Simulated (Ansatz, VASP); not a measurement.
# Two plane-wave programs on Ba3Y

INCAR

```
SYSTEM = Ba3Y
PREC = Accurate ; ENCUT = 520
EDIFF = 1E-7 ; ISMEAR = -1
SIGMA = 0.05 ; LREAL = .False.
LASPH = .True. ; NELM = 80
ALGO = Normal ; ISIF = 2
LWAVE = .False. ; LCHARG = .False.
GGA = PE ; NBANDS = 28
```

KPOINTS

```
regular mesh
0
Gamma
  7 7 7
  0 0 0
```

Contents of POSCAR:

```
Ba3Y
1.0
   -2.9948850135      2.9948850135      6.0118852704
    2.9948850135     -2.9948850135      6.0118852704
    2.9948850135      2.9948850135     -6.0118852704
Ba Y
3 1
Direct
    0.5000000000      0.5000000000      0.0000000000
    0.2500000000      0.7500000000      0.5000000000
    0.7500000000      0.2500000000      0.5000000000
    0.0000000000      0.0000000000      0.0000000000
```

input.yaml

```yaml
crystal:
  lattice:
    - [-2.9948850135, 2.9948850135, 6.0118852704]
    - [2.9948850135, -2.9948850135, 6.0118852704]
    - [2.9948850135, 2.9948850135, -6.0118852704]
  atoms:
    - { symbol: Ba, position: [0.5, 0.5, 0.0] }
    - { symbol: Ba, position: [0.25, 0.75, 0.5] }
    - { symbol: Ba, position: [0.75, 0.25, 0.5] }
    - { symbol: "Y", position: [0.0, 0.0, 0.0] }
hamiltonian:
  xc: pbe
  pseudopotentials: { kind: paw }
kpoints:
  mp_grid: { grid: [7, 7, 7] }
scf:
  occupations: { method: fermi_dirac, width: 0.05 }
output:
  forces: true
  stress: true
  eigenvalues: true
  write_density: true
  write_potential: true
  elf: true
  volumetric_format: npy
```

Change from the starting cell: volume scaled by 1.04.

Alike in both runs: task single point; functional PBE; k mesh 7 × 7 × 7; occupations fermi-dirac, width 0.05 eV; no spin polarisation.

```csv
,VASP,Ansatz
version,VASP 6.6.1,Ansatz 0.2.0
potentials or method,"VASP PAW PBE potentials, release 64 (Ba_sv, Y_sv)",Ansatz PAW
plane-wave cutoff (eV),520,420
valence electrons in the cell,41,41
```

|  | VASP | Ansatz | Ansatz less VASP |
| --- | --- | --- | --- |
| gap on the k mesh at the Fermi level (eV) | none | none | - |
| pressure (GPa) | -0.4 | -0.5 | -0.08 |
| largest component of the traceless stress (GPa) | 0.05 | 0.05 | +0.004 |

A gap of «none» marks a metal or a gap that the smearing closes.

Spin-orbit coupling is left out, which matters for the levels of Ba.
